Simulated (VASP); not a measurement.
A (001) film of GaN (zinc blende) is held to a substrate: the a axis is strained and b keeps its length, while the normal axis and the ions relax (no surfaces; a periodic cell). The unstrained cell:

```
CELL_PARAMETERS angstrom
      3.15696     0.00000     0.00000
      0.00000     3.15696     0.00000
      0.00000     0.00000     4.46304
ATOMIC_POSITIONS crystal
  Ga 0.00000 0.00000 0.00000
  Ga 0.50000 0.50000 0.50000
  N  0.50000 0.00000 0.25000
  N  0.00000 0.50000 0.75000
```

All values below come from LDA (Ceperley-Alder, Perdew-Zunger), VASP's LDA PAW potentials (set 64) (plane waves; VASP). The films relaxed at 620 eV, and energies and bands are at 520 eV on a 7×7×5 Γ-centred mesh. The normal strain counts from the bulk cell relaxed at the lower cut-off; gaps come from mesh and path in this cell's own zone, into which the crystal's zone is folded, and 0.00 means none. mBJ runs use the same cells.

| strain along a (%) | strain along the normal (%) | E over the lowest row (meV/atom) | gap, LDA (eV) | gap, mBJ (eV) |
|---|---|---|---|---|
| -2 | … | … | … | … |
| -1 | +0.47 | 0.0 | 1.92 | 3.02 |
| +1 | -0.64 | 0.0 | 1.87 | 2.98 |
| +2 | … | … | … | … |

What belongs in the gaps?

- -2, strain along the normal (%): +0.99
- -2, E over the lowest row (meV/atom): 3.2
- -2, gap, LDA (eV): 1.88
- -2, gap, mBJ (eV): 2.99
- +2, strain along the normal (%): -1.19
- +2, E over the lowest row (meV/atom): 3.0
- +2, gap, LDA (eV): 1.81
- +2, gap, mBJ (eV): 2.92

Runs of the series that failed, ran out of time, didn't relax or are held back are left out.

The compound is GaN in the zinc blende structure, a metastable form; wurtzite is the usual one.
